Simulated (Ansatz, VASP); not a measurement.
# Sr2SO: VASP beside Ansatz

```
Sr S O
1.0
     4.04324    0.00000    0.00000
     0.00000    4.04324    0.00000
     0.00000    0.00000    5.43210
Sr S O
2 1 1
Direct
  0.00000 0.00000 0.00000
  0.50000 0.50000 0.50000
  0.00000 0.00000 0.50000
  0.50000 0.50000 0.00000
```

Change from the starting cell: strain +0.000 along x and y, -0.050 along z, atoms carried along.

Alike in both runs: task single point; functional PBEsol; k mesh 8 × 8 × 6; occupations gaussian, width 0.05 eV; no spin polarisation.

|  | VASP | Ansatz |
| --- | --- | --- |
| version | VASP 6.6.1 | Ansatz 0.2.0 |
| potentials or method | VASP PAW PBE potentials, release 64 (Sr_sv, S, O) | scalar-relativistic, plane waves, PAW |
| plane-wave cutoff (eV) | 520 | 420 |
| valence electrons in the cell | 32 | 32 |

Ansatz gave:

* gap on the k mesh at the Fermi level (eV): 2.04
* least direct gap on the mesh (eV): 2.04
* pressure (GPa): 0.8
* largest component of the traceless stress (GPa): 4.55

Problem. Which values does VASP return?

Solution. gap on the k mesh at the Fermi level (eV): 2.01; least direct gap on the mesh (eV): 2.01; pressure (GPa): 1.1; largest component of the traceless stress (GPa): 4.69.

The functional is the same, so the differences come from potentials, cutoffs and numerics.

Caveats: the PAW data sets were made with another functional, which shifts forces and pressure a little (VASP). A k mesh can miss the band edges.
